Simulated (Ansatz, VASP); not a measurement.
# GaGe in VASP and in Ansatz

The input INCAR:

```
PREC = Accurate ; ENCUT = 520
EDIFF = 1E-7 ; ISMEAR = -1
SIGMA = 0.05 ; LREAL = F
LASPH = T ; NELM = 80
ALGO = Normal ; ISIF = 2
LWAVE = F ; LCHARG = F
GGA = PS ; NBANDS = 20
```

File KPOINTS:

```
regular mesh
0
Gamma
  8 8 8
```

Contents of POSCAR:

```
GaGe
1.0
    0.0000000000      2.8783947965      2.8783947965
    2.8783947965      0.0000000000      2.8783947965
    2.8783947965      2.8783947965      0.0000000000
Ge Ga
1 1
Direct
    0.0000000000      0.0000000000      0.0000000000
    0.2500000000      0.2500000000      0.2500000000
```

File input.yaml:

```yaml
crystal:
  lattice:
    - [0.0, 2.8783947965, 2.8783947965]
    - [2.8783947965, 0.0, 2.8783947965]
    - [2.8783947965, 2.8783947965, 0.0]
  atoms:
    - { symbol: Ge, position: [0.0, 0.0, 0.0] }
    - { symbol: Ga, position: [0.25, 0.25, 0.25] }
hamiltonian:
  xc: pbesol
  pseudopotentials: { kind: paw }
kpoints:
  mp_grid: { grid: [8, 8, 8] }
scf:
  occupations: { method: fermi_dirac, width: 0.05 }
output:
  forces: true
  stress: true
  eigenvalues: true
  write_density: true
  write_potential: true
  elf: true
  volumetric_format: npy
```

Change from the starting cell: volume scaled by 0.98.

Alike in both runs: task single point; functional PBEsol; k mesh 8 × 8 × 8; occupations fermi-dirac, width 0.05 eV; no spin polarisation.

|  | VASP | Ansatz |
| --- | --- | --- |
| version | VASP 6.6.1 | Ansatz 0.2.0 |
| potentials or method | VASP PAW PBE potentials, release 64 (Ge_d, Ga_d) | Ansatz PAW |
| plane-wave cutoff (eV) | 520 | 420 |
| valence electrons in the cell | 27 | 27 |

Ansatz gave:

| Item | Value |
| --- | --- |
| gap on the k mesh at the Fermi level (eV) | none |
| pressure (GPa) | -1.4 |

Which values does VASP return?

gap on the k mesh at the Fermi level (eV): none; pressure (GPa): -1.5.

A gap of «none» marks a metal or a gap that the smearing closes.

Caveats: the PAW data sets were made with another functional, which shifts forces and pressure a little (VASP); the PAW data sets come from PBE, with cores solved anew for the run's functional, which leaves a small shift of forces and pressure (Ansatz).
